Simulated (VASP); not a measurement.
Crystal: Zr3MoC.

```
Zr Mo C
1.0
     4.94251    0.00000    0.00000
     0.00000    4.94251    0.00000
     0.00000    0.00000    4.94251
Zr Mo C
3 1 1
Direct
  0.50000 0.00000 0.00000
  0.00000 0.50000 0.00000
  0.00000 0.00000 0.50000
  0.00000 0.00000 0.00000
  0.50000 0.50000 0.50000
```

The cell was built by a generator and needn't be a form met in nature.

* Program: VASP 6.6.1
* Task: relaxation of cell and atoms
* Functional: PBE
* Dispersion: D3
* Potentials or basis: VASP PAW PBE potentials, release 64 (Zr_sv, Mo_sv, C)
* Cutoff: 600 eV
* k mesh: 5 × 5 × 5
* Occupations: fermi-dirac, width 0.05 eV
* Spin: no spin polarisation

At the start: pressure -1.9 GPa; volume 24.15 Å³/atom.

Problem. How do energy, volume and symmetry change on relaxing?

Solution. Over 3 steps the energy falls by 3.7 meV/atom and the volume is 23.54 Å³/atom (-2.5 %); space group Pm-3m (No. 221, to 0.05 Å).

The path:
```csv
step,energy change (eV),largest force (eV/Å),pressure (GPa),volume (Å³)
1,0.0000,0.0000,-1.92,120.74
2,-0.0107,0.0000,1.33,115.75
3,-0.0186,0.0000,0.00,117.69
```

Final structure:
```xyz
5
Lattice="4.9005 0.0000 0.0000 0.0000 4.9005 0.0000 0.0000 0.0000 4.9005" Properties=species:S:1:pos:R:3 pbc="T T T"
Zr    2.4503    0.0000    0.0000
Zr    0.0000    2.4503    0.0000
Zr    0.0000    0.0000    2.4503
Mo    0.0000    0.0000    0.0000
C     2.4503    2.4503    2.4503
```

Caveat: pairwise dispersion overbinds metals, which lowers pressure and volume.
